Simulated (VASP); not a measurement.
All values below come from AM05 GGA, VASP's PBE PAW potentials (set 64) (plane waves; VASP).

VASP ran on this input.

POSCAR:
```
Cs
1
   -3.0897037670     3.0897037670     3.0897037670
    3.0897037670    -3.0897037670     3.0897037670
    3.0897037670     3.0897037670    -3.0897037670
Cs
1
Direct
  1.0000000000   1.0000000000   1.0000000000
```

**KPOINTS**
```
Automatic mesh
0
Gamma
8 8 8
0 0 0
```

**INCAR**
```
SYSTEM = Cs
PREC = Accurate
ENCUT = 520
EDIFF = 1E-6
NELM = 100
ALGO = Normal
LREAL = .FALSE.
LASPH = .TRUE.
ISMEAR = 1
SIGMA = 0.1
GGA = AM
LMAXMIX = 4
LWAVE = .FALSE.
LCHARG = .FALSE.
IBRION = 2
ISIF = 3
NSW = 60
EDIFFG = -0.01
```

POTCAR, in this order: Cs_sv (PBE.64 set). Program: vasp_std.

The resulting files:

File OSZICAR:
```
       N       E                     dE             d eps       ncg     rms          rms(c)
DAV:   1     0.546409986816E+02    0.54641E+02   -0.29369E+03   464   0.785E+02
DAV:   2     0.377357858764E+01   -0.50867E+02   -0.50381E+02   664   0.119E+02
DAV:   3    -0.752312585081E+00   -0.45259E+01   -0.45244E+01   480   0.441E+01
DAV:   4    -0.811878260048E+00   -0.59566E-01   -0.59558E-01   832   0.617E+00
DAV:   5    -0.811926178142E+00   -0.47918E-04   -0.47917E-04   640   0.112E-01    0.150E-01
DAV:   6    -0.814142911058E+00   -0.22167E-02   -0.12768E-03   736   0.272E-01    0.106E-01
DAV:   7    -0.816017401705E+00   -0.18745E-02   -0.63567E-03   480   0.692E-01    0.208E-02
DAV:   8    -0.815984166684E+00    0.33235E-04   -0.96196E-05   736   0.830E-02    0.691E-03
DAV:   9    -0.815993683794E+00   -0.95171E-05   -0.80787E-06   736   0.273E-02    0.300E-03
DAV:  10    -0.815995002678E+00   -0.13189E-05   -0.22618E-06   720   0.150E-02    0.783E-04
DAV:  11    -0.815994991125E+00    0.11554E-07   -0.26067E-07   456   0.463E-03
   1 F= -.81599499E+00 E0= -.81504909E+00  d E =-.815995E+00
```

### OUTCAR
```
------------------------ aborting loop because EDIFF is reached ----------------------------------------
  FORCE on cell =-STRESS in cart. coord.  units (eV):
  Direction    XX          YY          ZZ          XY          YZ          ZX
  --------------------------------------------------------------------------------------
  Total       -0.0035310     -0.0035310     -0.0035310     -0.0000000     -0.0000000     -0.0000000
  in kB       -0.0479513     -0.0479513     -0.0479513     -0.0000000     -0.0000000     -0.0000000
  external PRESSURE =      -0.0479513 kB  Pullay stress =       0.0000000 kB
  volume of cell :      117.98
      direct lattice vectors                 reciprocal lattice vectors
    -3.089703767  3.089703767  3.089703767     0.000000000  0.161827812  0.161827812
     3.089703767 -3.089703767  3.089703767     0.161827812  0.000000000  0.161827812
     3.089703767  3.089703767 -3.089703767     0.161827812  0.161827812  0.000000000
 POSITION                                       TOTAL-FORCE (eV/Angst)
 -----------------------------------------------------------------------------------
      0.00000      0.00000      0.00000        -0.000000     -0.000000      0.000000
 -----------------------------------------------------------------------------------
    total drift:                               -0.000000     -0.000000     -0.000000
  FREE ENERGIE OF THE ION-ELECTRON SYSTEM (eV)
  ---------------------------------------------------
  free  energy   TOTEN  =        -0.8159949911 eV

  energy  without entropy=       -0.8131572963  energy(sigma->0) =       -0.81504909

 reached required accuracy - stopping structural energy minimisation
```
(Selected blocks of OUTCAR.)

The compound is Cs in the bcc structure. It was relaxed first. The start is the result of an earlier pass.
